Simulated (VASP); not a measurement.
Consider the following.

```
CELL_PARAMETERS angstrom
      3.30636     0.00000     0.00000
      0.00000     3.30636     0.00000
      0.00000     0.00000     3.30636
ATOMIC_POSITIONS crystal
  In 0.50000 0.50000 0.50000
  Pd 0.00000 0.00000 0.00000
```

These are PBE GGA, VASP's PBE PAW potentials (set 64) (plane waves; VASP 6.6.1) values and carry that method's errors. Numerical set-up: 480 eV cut-off, 10×10×10 Γ-centred mesh, first-order Methfessel-Paxton smearing of 0.10 eV, potentials In_d Pd.

Energy and stress use the plane-wave basis of the starting cell.

**Question.** The ions, cell shape and volume at an external pressure of 10.0 GPa are relaxed. What does this cell relax into?

**Answer.** 
```
CELL_PARAMETERS angstrom
      3.22820     0.00000     0.00000
      0.00000     3.22820     0.00000
      0.00000     0.00000     3.22820
ATOMIC_POSITIONS crystal
  In 0.50000 0.50000 0.50000
  Pd 0.00000 0.00000 0.00000
```
Space group Pm-3m (221), at a tolerance of 0.03 Å.

**Question.** How do energy and volume change from the first to the last step?

**Answer.** The energy (σ→0) changes by +37.0 meV/atom and the volume by -6.9 %, in 4 ionic steps.

```csv
step,E(σ→0) (eV),max force (eV/Å),pressure (GPa),volume (Å³)
1,-8.7475,0.000,0.26,36.15
2,-8.3304,0.000,29.02,30.70
3,-8.6765,0.000,9.77,33.69
4,-8.6736,0.000,10.00,33.64
```

The compound is PdIn in the CsCl type structure. This run relaxes it under an external pressure of 10 GPa. Symmetry was kept, so distortions that lower it aren't found. The electron count is odd and the run is not spin-polarised, which forces a metal.
